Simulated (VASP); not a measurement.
Given:

```
TiS2
1.0
    1.72798    -2.99295     0.00000
    1.72798     2.99295     0.00000
    0.00000     0.00000     7.48411
Ti S
1 2
Direct
  0.00000   0.00000   0.00000
  0.33333   0.66667   0.18959
  0.66667   0.33333   0.81041
```

All values below come from RPBE GGA, VASP's PBE PAW potentials (set 64) (plane waves; VASP). Run with 520 eV cut-off, 8×8×4 Γ-centred mesh, tetrahedra with Blöchl corrections, potentials Ti_sv S.

The cores are frozen, which limits the accuracy of field gradients. Without a dispersion term in the relaxation, distances and binding between the weakly bound layers, chains or molecules are unreliable, and so is what depends on them.

**Question.** Give the principal components of the electric field gradient (V/Å²) and the asymmetry η at each nucleus.

**Answer.** 
```json
[
 {"atom": "Ti1", "Vxx": "7.8", "Vyy": "7.8", "Vzz": "-15.6", "η": "0.00"},
 {"atom": "S2", "Vxx": "8.5", "Vyy": "8.5", "Vzz": "-17.0", "η": "0.00"},
 {"atom": "S3", "Vxx": "8.5", "Vyy": "8.5", "Vzz": "-17.0", "η": "0.00"}
]
```

The compound is TiS2 in the 1T layered structure. It was relaxed first, which changed the volume by +35 %.
